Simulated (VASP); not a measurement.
Consider the following.

```xyz
2
Lattice="0.0000 2.9306 2.9306 2.9306 0.0000 2.9306 2.9306 2.9306 0.0000" Properties=species:S:1:pos:R:3 pbc="T T T"
Cu     0.0000     0.0000     0.0000
I      1.4653     1.4653     1.4653
```

Level of theory: LDA (Ceperley-Alder, Perdew-Zunger), VASP's LDA PAW potentials (set 64) (plane waves; VASP). Numerical set-up: 400 eV cut-off, 14×14×14 Γ-centred mesh, Gaussian smearing of 0.010 eV, potentials Cu I.

The job: CuI (zinc blende), 2 atoms, LDA, optics run with many empty bands, 400 eV, 14×14×14 Γ-centred mesh. Roughly how much core time does it take on a busy server core?

About 90 core-seconds (one run on a shared machine, a rough figure). It had 104 irreducible k-points, 39 bands, up to 941 plane waves and 14 electronic steps.

The compound is CuI in the zinc blende structure. It was relaxed first, which changed the volume by -9 %.
